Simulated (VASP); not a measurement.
Energy against volume of NiAl (CsCl type). These are TPSS meta-GGA, VASP's PBE PAW potentials (set 64) (plane waves; VASP) values and carry that method's errors.

```
V (Å³/atom)  E (eV/atom)
-----------  -----------
11.145         -11.25285
11.500         -11.27098
11.856         -11.27589
12.212         -11.26954
12.567         -11.25359
```

**Question.** Fit a third-order Birch-Murnaghan equation of state.

**Answer.** 
```json
{
  "volume_per_atom": "11.82 Å^3/atom",
  "bulk_modulus": "171 GPa",
  "pressure_derivative_of_the_bulk_modulus": "4.32",
  "lattice_constant_a": "2.870 Å"
}
```

Measured: bulk modulus 156 GPa (computed value off by +9.4 %), as given by Yamada et al., (2019), arXiv:1910.09660; a 2.882 Å at 0 K (computed value off by -0.4 %), as given by H. Levämäki et al., Physical Review B (2014), arXiv:1402.3671 [extrapolated to 0 K, zero-point anharmonic expansion removed (Haas, Tran, Blaha 2009)]. The calculation is for a static lattice, while the measured bulk modulus holds thermal and zero-point effects, which are part of the difference.

The compound is NiAl in the CsCl type structure. It was relaxed first. The run is not spin-polarised, so no magnetic state was tried.
